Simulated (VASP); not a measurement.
VASP ran on this input.

File POSCAR:
```
Ca
1
    0.0000000000     2.7556840172     2.7556840172
    2.7556840172     0.0000000000     2.7556840172
    2.7556840172     2.7556840172     0.0000000000
Ca
1
Direct
  0.0000000000   0.0000000000   0.0000000000
```

INCAR:
```
LCHARG = .FALSE.
LWAVE = .FALSE.
LASPH = .TRUE.
ALGO = Normal   # blocked Davidson
GGA = PS
PREC = Accurate
SIGMA = 0.1
SYSTEM = Ca
LREAL = .FALSE.
ISIF = 2
NELM = 100   # most electronic steps
ENCUT = 520   # plane-wave cut-off (eV)
EDIFF = 1E-7   # SCF stop (eV)
ISMEAR = 1
```

KPOINTS:
```
Automatic mesh
0
gamma
 12 12 12
```

POTCAR, in this order: Ca_sv (PBE.64 set). Program: vasp_std.

Q: Translate this PBEsol calculation to Ansatz.

A: One equivalent input (not run):
Ansatz 0.2 input:
```yaml
crystal:
  lattice:
    - [0.0000000, 2.7556840, 2.7556840]
    - [2.7556840, 0.0000000, 2.7556840]
    - [2.7556840, 2.7556840, 0.0000000]
  atoms:
    - { symbol: Ca, position: [0.0000000, 0.0000000, 0.0000000] }
kpoints:
  mp_grid: { grid: [12, 12, 12] }
hamiltonian:
  xc: pbesol
  pseudopotentials: { kind: paw }
scf:
  occupations: { method: methfessel_paxton, width: 0.1 }
  max_iter: 100
output: { forces: true, stress: true, eigenvalues: true }
```
The two are equivalent in intent, not identical: each code has its own PAW files, so the cut-off isn't converted (ENCUT is set for VASP's; basis.ecutwfc is left out, and Ansatz then takes the one that its files recommend); Ansatz stops its SCF on the density residual and VASP on the energy change (EDIFF).

The compound is Ca in the fcc structure. This cell is one point of a volume scan, at 1.03 of the reference volume.
